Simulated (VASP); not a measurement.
# Which native defect does NbAs form most easily?, part 2 of 5

Aim: formation energies of the vacancies and antisites of NbAs, in the two limits of its composition. The start is a cell from a database of measured crystal structures.

VASP 6.6.1, plane waves and PAW; the level of theory is named at each step.

So far. Step 2 (Relaxing the host crystal): The run ended after 7 ionic steps, 0.033 eV below its first step, once forces and stress met EDIFFG = -0.02.

### 3. The supercell without the defect

Level of this step: PBE; plane waves and PAW (Nb_pv, As) (VASP).

System of this step: NbAs. The cell holds 48 atoms: 24 Nb and 24 As. Cell: a = 12.783 Å, b = 12.783 Å, c = 19.174 Å, α = 148.4°, β = 148.4°, γ = 45.3°. It derives from NbAs.

The same cell, mesh and cutoff without the defect give the energy to subtract and, in a gapped host, the band edges to count from, so that most errors cancel.

File INCAR:

```
SYSTEM = NbAs
PREC = Normal
ENCUT = 300
EDIFF = 1E-05
NELM = 120
ISMEAR = 1
SIGMA = 0.2
LREAL = Auto
ALGO = Fast
GGA = PE
NBANDS = 232
LASPH = .TRUE.
LORBIT = 11
LWAVE = .FALSE.
LCHARG = .FALSE.
KPAR = 4
NCORE = 2
```

File POSCAR:

```
NbAs
1.0
   -3.4794678744      3.4794678744     11.7977972374
    3.4794678744     -3.4794678744     11.7977972374
    5.2192018116      5.2192018116    -17.6966958561
Nb As
24 24
Direct
    0.2494725326      0.4994725327      0.1666666667
    0.2494725327      0.4994725327      0.5000000000
    0.2494725327      0.4994725327      0.8333333333
    0.2494725327      0.9994725327      0.1666666667
    0.2494725327      0.9994725327      0.5000000000
    0.2494725327      0.9994725327      0.8333333333
    0.7494725326      0.4994725327      0.1666666667
    0.7494725326      0.4994725326      0.5000000000
    0.7494725327      0.4994725327      0.8333333333
    0.7494725326      0.9994725327      0.1666666667
    0.7494725326      0.9994725327      0.5000000000
    0.7494725326      0.9994725327      0.8333333333
    0.3744725326      0.3744725327      0.0000000000
    0.3744725327      0.3744725326      0.3333333333
    0.3744725327      0.3744725326      0.6666666667
    0.3744725326      0.8744725326      0.0000000000
    0.3744725326      0.8744725326      0.3333333333
    0.3744725326      0.8744725326      0.6666666667
    0.8744725326      0.3744725326      0.0000000000
    0.8744725326      0.3744725327      0.3333333333
    0.8744725327      0.3744725326      0.6666666667
    0.8744725327      0.8744725327      0.0000000000
    0.8744725326      0.8744725326      0.3333333333
    0.8744725327      0.8744725326      0.6666666667
    0.4585274674      0.2085274674      0.1666666667
    0.4585274674      0.2085274673      0.5000000000
    0.4585274674      0.2085274674      0.8333333333
    0.4585274674      0.7085274674      0.1666666667
    0.4585274674      0.7085274674      0.5000000000
    0.4585274673      0.7085274674      0.8333333333
    0.9585274674      0.2085274674      0.1666666667
    0.9585274674      0.2085274673      0.5000000000
    0.9585274674      0.2085274674      0.8333333333
    0.9585274674      0.7085274674      0.1666666667
    0.9585274674      0.7085274673      0.5000000000
    0.9585274674      0.7085274674      0.8333333333
    0.0835274673      0.0835274674      0.0000000000
    0.0835274674      0.0835274673      0.3333333333
    0.0835274674      0.0835274673      0.6666666667
    0.0835274673      0.5835274674      0.0000000000
    0.0835274673      0.5835274674      0.3333333333
    0.0835274673      0.5835274674      0.6666666667
    0.5835274673      0.0835274674      0.0000000000
    0.5835274673      0.0835274674      0.3333333333
    0.5835274674      0.0835274673      0.6666666667
    0.5835274673      0.5835274674      0.0000000000
    0.5835274674      0.5835274674      0.3333333333
    0.5835274674      0.5835274674      0.6666666667
```

File KPOINTS:

```
Automatic mesh
0
Gamma
4 4 3
0 0 0
```

The projector-augmented-wave data sets are Nb_pv and As (PBE family, release 64).

Command:

```
$ mpirun -np 8 vasp_std
```

The log of the run:

```text
[banner, memory and clock lines left out]
running    8 mpi-ranks, on    1 nodes
 distrk:  each k-point on    2 cores,    4 groups
 distr:  one band on    2 cores,    1 groups

 POSCAR found type information on POSCAR NbAs
 POSCAR found :  2 types and      48 ions
 LDA part: xc-table for (Slater+PW92), standard interpolation
 POSCAR, INCAR and KPOINTS ok, starting setup
 FFT: planning ... GRIDC
 FFT: planning ... GRID_SOFT
 FFT: planning ... GRID
 WAVECAR not read
 entering main loop
       N       E                     dE             d eps       ncg     rms          rms(c)
DAV:   1     0.362564036104E+04    0.36256E+04   -0.13097E+05  8904   0.113E+03
DAV:   2    -0.429700649344E+02   -0.36686E+04   -0.35574E+04 10432   0.611E+02
DAV:   3    -0.388083084630E+03   -0.34511E+03   -0.32948E+03 12880   0.172E+02
DAV:   4    -0.410274564404E+03   -0.22191E+02   -0.21577E+02 11704   0.388E+01
DAV:   5    -0.411290692018E+03   -0.10161E+01   -0.99849E+00 12048   0.916E+00    0.944E+01
RMM:   6    -0.385542541031E+03    0.25748E+02   -0.10127E+02 10538   0.234E+01    0.266E+01
RMM:   7    -0.387762778206E+03   -0.22202E+01   -0.46088E+01 11961   0.993E+00    0.113E+01
RMM:   8    -0.387792770976E+03   -0.29993E-01   -0.41412E+00 12643   0.341E+00    0.120E+01
RMM:   9    -0.387001680657E+03    0.79109E+00   -0.11156E+01 12346   0.800E+00    0.487E+00
RMM:  10    -0.387054165629E+03   -0.52485E-01   -0.13173E+00 12131   0.218E+00    0.349E+00
RMM:  11    -0.386669164386E+03    0.38500E+00   -0.11898E+00 10751   0.305E+00    0.622E-01
RMM:  12    -0.386950619286E+03   -0.28145E+00   -0.21048E+00 11579   0.221E+00    0.336E+00
RMM:  13    -0.386698903412E+03    0.25172E+00   -0.54929E-01 10641   0.189E+00    0.145E+00
RMM:  14    -0.386695658951E+03    0.32445E-02   -0.37883E-01 10676   0.875E-01    0.418E-01
RMM:  15    -0.386705403417E+03   -0.97445E-02   -0.91925E-02 11805   0.432E-01    0.510E-01
RMM:  16    -0.386701860236E+03    0.35432E-02   -0.78945E-03 10875   0.211E-01    0.347E-01
RMM:  17    -0.386700045733E+03    0.18145E-02   -0.11176E-02 10922   0.203E-01    0.752E-02
RMM:  18    -0.386700389368E+03   -0.34364E-03   -0.41897E-03 11663   0.724E-02    0.411E-02
RMM:  19    -0.386700568881E+03   -0.17951E-03   -0.12844E-03 10726   0.430E-02    0.892E-02
RMM:  20    -0.386700643383E+03   -0.74501E-04   -0.65897E-04 10301   0.264E-02    0.994E-02
RMM:  21    -0.386700512552E+03    0.13083E-03   -0.36636E-04  9608   0.325E-02    0.536E-02
RMM:  22    -0.386700479063E+03    0.33489E-04   -0.51160E-04 10652   0.345E-02    0.123E-02
RMM:  23    -0.386700493597E+03   -0.14534E-04   -0.15059E-04  8762   0.141E-02    0.366E-03
RMM:  24    -0.386700499081E+03   -0.54846E-05   -0.62303E-05  6691   0.122E-02
   1 F= -.38670050E+03 E0= -.38672369E+03  d E =0.695660E-01
```

Wall time 10 min (8 MPI ranks of Intel Xeon 6975P-C (Granite Rapids), shared host); peak memory 5.5 GiB.

OUTCAR, selected parts (step 3):

```text
  LATTYP: Found a base centered monoclinic cell.
 ALAT       =    18.8973162131
 B/A-ratio  =     0.5207840735
 C/A-ratio  =     0.5000000000
 COS(beta)  =    -0.2204722304

 Subroutine GETGRP returns: Found  2 space group operations
 (whereof  1 operations were pure point group operations)

The static configuration has the point symmetry C_1 .
 The point group associated with its full space group is C_1h.

 Found     17 irreducible k-points:

   k-points           NKPTS =     17   k-points in BZ     NKDIM =     17   number of bands    NBANDS=    232

   dimension x,y,z NGX =    54 NGY =   54 NGZ =   84
   dimension x,y,z NGXF=   108 NGYF=  108 NGZF=  168

   ENCUT  =  300.0 eV  22.05 Ry    4.70 a.u.  18.05 18.05 27.08*2*pi/ulx,y,z

   NELECT =     384.0000    total number of electrons

 E-fermi :   6.1486

 k-point     1 :       0.0000    0.0000    0.0000
  band No.  band energies     occupation
    ...
    188       5.5749      2.00038
    189       5.6124      2.00099
    190       5.6124      2.00099
    191       6.0887      1.48252
    192       6.0887      1.48246
    193       6.2110      0.49942
    194       6.2110      0.49934
    195       6.8246     -0.00002
    196       6.8717     -0.00000
    197       6.8718     -0.00000
    ...

 k-point     2 :       0.2500    0.0000    0.0000
  band No.  band energies     occupation
    ...
    188       5.6421      2.00200
    189       5.6606      2.00301
    190       5.8080      2.03684
    191       5.8604      2.06035
    192       5.9823      1.99534
    193       6.2362      0.33157
    194       6.3541     -0.05549
    195       6.4872     -0.03772
    196       6.6342     -0.00318
    197       6.6838     -0.00102
    ...

  Total       -1.3200034     -1.3200034     -3.6491977     -0.2159064      0.0391542      0.0391546
  in kB       -2.4677877     -2.4677877     -6.8222894     -0.4036438      0.0732001      0.0732007
  external PRESSURE =      -3.9192883 kB  Pullay stress =       0.0000000 kB

  energy-cutoff  :      300.00
  volume of cell :      856.99
      direct lattice vectors                 reciprocal lattice vectors
    -3.479467874  3.479467874 11.797797237     0.000000000  0.143700134  0.042380793
     3.479467874 -3.479467874 11.797797237     0.143700134  0.000000000  0.042380793
     5.219201812  5.219201812-17.696695856     0.095800089  0.095800089  0.000000000

 POSITION                                       TOTAL-FORCE (eV/Angst)
 -----------------------------------------------------------------------------------
      1.73973     -0.00000      5.88645         0.002791     -0.002765     -0.002601
      3.47947      1.73973     -0.01245         0.002791     -0.002765     -0.002601
      5.21920      3.47947     -5.91134         0.002791     -0.002765     -0.002601
      3.47947     -1.73973     11.78535         0.002791     -0.002765     -0.002601
      5.21920      0.00000      5.88645         0.002791     -0.002765     -0.002601
      6.95894      1.73973     -0.01245         0.002791     -0.002765     -0.002601
      0.00000      1.73973     11.78535         0.002791     -0.002765     -0.002601
      1.73973      3.47947      5.88645         0.002791     -0.002765     -0.002601
      3.47947      5.21920     -0.01245         0.002791     -0.002765     -0.002601
      1.73973     -0.00000     17.68425         0.002791     -0.002765     -0.002601
      3.47947      1.73973     11.78535         0.002791     -0.002765     -0.002601
      5.21920      3.47947      5.88645         0.002791     -0.002765     -0.002601
      0.00000     -0.00000      8.83590        -0.002765      0.002791     -0.002601
      1.73973      1.73973      2.93700        -0.002765      0.002791     -0.002601
      3.47947      3.47947     -2.96190        -0.002765      0.002791     -0.002601
      1.73973     -1.73973     14.73480        -0.002765      0.002791     -0.002601
      3.47947     -0.00000      8.83590        -0.002765      0.002791     -0.002601
      5.21920      1.73973      2.93700        -0.002765      0.002791     -0.002601
     -1.73973      1.73973     14.73480        -0.002765      0.002791     -0.002601
      0.00000      3.47947      8.83590        -0.002765      0.002791     -0.002601
      1.73973      5.21920      2.93700        -0.002765      0.002791     -0.002601
      0.00000      0.00000     20.63370        -0.002765      0.002791     -0.002601
      1.73973      1.73973     14.73480        -0.002765      0.002791     -0.002601
      3.47947      3.47947      8.83590        -0.002765      0.002791     -0.002601
      0.00000      1.73973      4.92033         0.000408     -0.000434      0.002601
      1.73973      3.47947     -0.97857         0.000408     -0.000434      0.002601
      3.47947      5.21920     -6.87747         0.000408     -0.000434      0.002601
      1.73973      0.00000     10.81923         0.000408     -0.000434      0.002601
      3.47947      1.73973      4.92033         0.000408     -0.000434      0.002601
      5.21920      3.47947     -0.97857         0.000408     -0.000434      0.002601
     -1.73973      3.47947     10.81923         0.000408     -0.000434      0.002601
     -0.00000      5.21920      4.92033         0.000408     -0.000434      0.002601
      1.73973      6.95894     -0.97857         0.000408     -0.000434      0.002601
      0.00000      1.73973     16.71813         0.000408     -0.000434      0.002601
      1.73973      3.47947     10.81923         0.000408     -0.000434      0.002601
      3.47947      5.21920      4.92033         0.000408     -0.000434      0.002601
      0.00000     -0.00000      1.97088        -0.000434      0.000408      0.002601
      1.73973      1.73973     -3.92802        -0.000434      0.000408      0.002601
[...]
-----------------------------------------------------------------------------------
    total drift:                                0.012007      0.012021      0.033647

  FREE ENERGIE OF THE ION-ELECTRON SYSTEM (eV)
  ---------------------------------------------------
  free  energy   TOTEN  =      -386.7004990815 eV

  energy  without entropy=     -386.7700650332  energy(sigma->0) =     -386.72368773

 total charge
# of ion       s       p       d       tot
------------------------------------------
    1        0.300   6.314   3.057   9.670
    2        0.300   6.314   3.057   9.670
    3        0.300   6.314   3.057   9.670
    4        0.300   6.314   3.057   9.670
    5        0.300   6.314   3.057   9.670
    6        0.300   6.314   3.057   9.670
    7        0.300   6.314   3.057   9.670
    8        0.300   6.314   3.057   9.670
    9        0.300   6.314   3.057   9.670
   10        0.300   6.314   3.057   9.670
   11        0.300   6.314   3.057   9.670
   12        0.300   6.314   3.057   9.670
   13        0.300   6.314   3.057   9.670
   14        0.300   6.314   3.057   9.670
   15        0.300   6.314   3.057   9.670
   16        0.300   6.314   3.057   9.670
   17        0.300   6.314   3.057   9.670
   18        0.300   6.314   3.057   9.670
   19        0.300   6.314   3.057   9.670
   20        0.300   6.314   3.057   9.670
   21        0.300   6.314   3.057   9.670
   22        0.300   6.314   3.057   9.670
   23        0.300   6.314   3.057   9.670
   24        0.300   6.314   3.057   9.670
   25        1.199   1.622   0.071   2.892
   26        1.199   1.622   0.071   2.892
   27        1.199   1.622   0.071   2.892
   28        1.199   1.622   0.071   2.892
   29        1.199   1.622   0.071   2.892
   30        1.199   1.622   0.071   2.892
   31        1.199   1.622   0.071   2.892
   32        1.199   1.622   0.071   2.892
   33        1.199   1.622   0.071   2.892
   34        1.199   1.622   0.071   2.892
   35        1.199   1.622   0.071   2.892
   36        1.199   1.622   0.071   2.892
   37        1.199   1.622   0.071   2.892
[...]
--------------------------------------------------
tot         35.980 190.464  75.062 301.507

[... 7 further parts left out ...]
```

This step gave:

```
electronic cycles       : 24
electrons               : 384
free energy (TOTEN)     : -386.7005 eV
energy at zero smearing : -386.7237 eV
Fermi energy            : 6.149 eV
```

A spacing of under 0.3 eV between levels on this mesh is not given as a gap, since the run was smeared as a metal.

The host is treated as a metal, as its relaxation found a gap under 0.3 eV or none, and only the neutral defect is run.

[end of part 2 of 5]

[Lines on the potential files, build, host, timing and source positions are cut from VASP's logs without a mark.]

[Logs are printed without paths, hosts, clocks, repeated set-up lines and the standing remarks that a program may print on its own settings, such as how far it seeks lower states.]

[Hosts, paths, dates, database ids (printed as entryN), source tags and the programs' standing remarks are cut or masked in the printed files.]

[In band tables of VASP the shares of atoms and orbitals are scaled to a sum of 1 inside the atoms' spheres.]

[Runs that stopped without an error message from VASP are left out.]
